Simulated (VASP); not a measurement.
Input:

```xyz
2
Lattice="0.0000 2.0520 2.0520 2.0520 0.0000 2.0520 2.0520 2.0520 0.0000" Properties=species:S:1:pos:R:3 pbc="T T T"
Ni     0.0000     0.0000     0.0000
O      2.0520     2.0520     2.0520
```
Starting moments (μB, in the order of the record's atoms Ni O): 0.8 0.1.

Calculation: PBEsol GGA, VASP's PBE PAW potentials (set 64) (plane waves; VASP 6.6.1). Run with 520 eV cut-off, Gaussian smearing of 0.050 eV, potentials Ni O.

The moments were started parallel, and other spin orders were not tried in this run.

Task: Give the spin-up energies of bands 2 to 10 at the high-symmetry points, in eV from the Fermi level.

Result: 
| band | Γ | X | U | L | W |
|---|---|---|---|---|---|
| 2 | -3.36 | -7.52 | -7.13 | -8.85 | -6.70 |
| 3 | -3.36 | -4.74 | -6.80 | -6.18 | -6.70 |
| 4 | -3.36 | -4.74 | -5.64 | -6.18 | -6.37 |
| 5 | -2.72 | -3.56 | -2.42 | -1.68 | -1.82 |
| 6 | -2.72 | -2.32 | -1.50 | -1.68 | -1.73 |
| 7 | -2.52 | -1.66 | -1.41 | -1.18 | -1.73 |
| 8 | -2.52 | -1.36 | -1.27 | 0.67 | -1.36 |
| 9 | -2.52 | -1.36 | -0.80 | 0.67 | -0.83 |
| 10 | 1.73 | 6.41 | 8.10 | 5.52 | 8.85 |

Task: Give the spin-down energies of bands 2 to 10 at the high-symmetry points, in eV from the Fermi level.

Result: 
| band | Γ | X | U | L | W |
|---|---|---|---|---|---|
| 2 | -3.02 | -7.29 | -6.87 | -8.59 | -6.42 |
| 3 | -3.02 | -4.44 | -6.47 | -5.49 | -6.42 |
| 4 | -3.02 | -4.44 | -5.05 | -5.49 | -5.84 |
| 5 | -1.89 | -3.02 | -1.74 | -0.92 | -1.09 |
| 6 | -1.89 | -0.65 | -0.80 | -0.92 | -1.09 |
| 7 | -1.89 | -0.65 | -0.59 | -0.52 | -0.65 |
| 8 | -1.08 | -0.62 | 0.16 | 1.97 | -0.13 |
| 9 | -1.08 | 0.03 | 0.65 | 1.97 | 0.64 |
| 10 | 1.98 | 6.74 | 8.41 | 5.65 | 9.23 |

It has no gap at this level: it comes out as a metal or semimetal.

The structure was generated: NiO was put into the rock salt type (Fm-3m), which need not be its known phase. The cell was not relaxed at this level.
